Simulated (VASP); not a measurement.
Output of a VASP run:

OSZICAR:
```
       N       E                     dE             d eps       ncg     rms          rms(c)
DAV:   1     0.816928382191E+02    0.81693E+02   -0.78729E+03  1764   0.116E+03
DAV:   2    -0.142506647909E+02   -0.95944E+02   -0.93730E+02  2302   0.180E+02
DAV:   3    -0.203763342447E+02   -0.61257E+01   -0.60965E+01  2448   0.500E+01
DAV:   4    -0.204826308699E+02   -0.10630E+00   -0.10618E+00  2342   0.771E+00
DAV:   5    -0.204858663527E+02   -0.32355E-02   -0.32350E-02  2650   0.124E+00    0.111E+01
DAV:   6    -0.203925762123E+02    0.93290E-01   -0.61853E-02  2124   0.153E+00    0.662E+00
DAV:   7    -0.203509187210E+02    0.41657E-01   -0.12506E-01  2166   0.224E+00    0.239E-01
DAV:   8    -0.203519788933E+02   -0.10602E-02   -0.91526E-03  2202   0.713E-01    0.161E-01
DAV:   9    -0.203521470308E+02   -0.16814E-03   -0.62117E-04  2720   0.206E-01    0.113E-01
DAV:  10    -0.203521805290E+02   -0.33498E-04   -0.33824E-04  2010   0.165E-01    0.481E-02
DAV:  11    -0.203521727709E+02    0.77581E-05   -0.13017E-04  2184   0.891E-02    0.143E-02
DAV:  12    -0.203521730673E+02   -0.29639E-06   -0.55401E-06  2406   0.206E-02    0.547E-03
DAV:  13    -0.203521727692E+02    0.29805E-06   -0.12297E-06  2148   0.967E-03    0.259E-03
DAV:  14    -0.203521730146E+02   -0.24532E-06   -0.81432E-08  1662   0.245E-03    0.104E-03
DAV:  15    -0.203521729566E+02    0.58001E-07   -0.40802E-08  1140   0.201E-03
   1 F= -.20352173E+02 E0= -.20352173E+02  d E =0.000000E+00
```

### OUTCAR
```
------------------------ aborting loop because EDIFF is reached ----------------------------------------
  FORCE on cell =-STRESS in cart. coord.  units (eV):
  Direction    XX          YY          ZZ          XY          YZ          ZX
  --------------------------------------------------------------------------------------
  Total       -0.1969009      0.0296338      0.0483128      0.0000000     -0.0000000      0.0000000
  in kB       -2.7930479      0.4203561      0.6853195      0.0000000     -0.0000000      0.0000000
  external PRESSURE =      -0.5624575 kB  Pullay stress =       0.0000000 kB
  volume of cell :      112.95
      direct lattice vectors                 reciprocal lattice vectors
     1.662683116 -7.186674265  0.000000000     0.300718757 -0.069573210  0.000000000
     1.662683116  7.186674265  0.000000000     0.300718757  0.069573210  0.000000000
     0.000000000  0.000000000  4.726204917     0.000000000  0.000000000  0.211586255
 POSITION                                       TOTAL-FORCE (eV/Angst)
 -----------------------------------------------------------------------------------
      1.66268      6.14011      4.28950         0.000000     -0.002266     -0.011661
      1.66268      1.04657      1.92640         0.000000      0.002266     -0.011661
      1.66268     -1.04657      2.79980         0.000000     -0.002266      0.011661
      1.66268     -6.14011      0.43670         0.000000      0.002266      0.011661
 -----------------------------------------------------------------------------------
    total drift:                                0.000000      0.000000      0.000000
  FREE ENERGIE OF THE ION-ELECTRON SYSTEM (eV)
  ---------------------------------------------------
  free  energy   TOTEN  =       -20.3521729566 eV

  energy  without entropy=      -20.3521729566  energy(sigma->0) =      -20.35217296

 total charge

# of ion       s       p       d       tot
------------------------------------------
    1        1.081   1.377   0.000   2.458
    2        1.081   1.377   0.000   2.458
    3        1.081   1.377   0.000   2.458
    4        1.081   1.377   0.000   2.458
--------------------------------------------------
tot          4.325   5.508   0.000   9.833

 Electric field gradients after diagonalization (V/A^2)
 (convention: |V_zz| > |V_xx| > |V_yy|)
----------------------------------------------------------------------
 ion       V_xx      V_yy      V_zz     asymmetry (V_yy - V_xx)/ V_zz
----------------------------------------------------------------------
   1      43.800    38.159   -81.960       0.069
   2      43.800    38.159   -81.960       0.069
   3      43.800    38.159   -81.960       0.069
   4      43.800    38.159   -81.960       0.069
```
(Selected blocks of OUTCAR.)

POSCAR:
```
P
1
    1.6626831164    -7.1866742647     0.0000000000
    1.6626831164     7.1866742647     0.0000000000
    0.0000000000     0.0000000000     4.7262049170
P
4
Direct
  0.0728131672   0.9271868328   0.9075998411
  0.4271868328   0.5728131672   0.4075998411
  0.5728131672   0.4271868328   0.5924001589
  0.9271868328   0.0728131672   0.0924001589
```

### Question
Reconstruct the remaining input files.

### Answer
This is not unique; one that fits is the input of the run itself, RPBE GGA, plane waves, VASP's PBE PAW potentials (set 64).

**INCAR**
```
# general
SYSTEM=P
PREC  =Accurate
ENCUT =520   # plane-wave cut-off (eV)
LREAL =.FALSE.
LASPH =.TRUE.   # aspherical one-centre terms

# electronic loop
EDIFF =1E-7   # SCF stop (eV)
NELM  =100
ALGO  =Normal

# smearing
ISMEAR=-5   # tetrahedra, Bloechl

# functional
GGA   =RP

# ions
ISIF  =2

# output
LWAVE =.FALSE.
LCHARG=.TRUE.
LORBIT=11
NEDOS =601   # DOS grid

# other
LEFG  =.TRUE.
```

KPOINTS:
```
Automatic mesh
0
Gamma
8 8 5
0 0 0
```

POTCAR, in this order: P (PBE.64 set). Program: vasp_std.

Without a dispersion term in the relaxation, distances and binding between the weakly bound layers, chains or molecules are unreliable, and so is what depends on them.

The compound is P in the black structure. It was relaxed first, which changed the volume by +49 %.
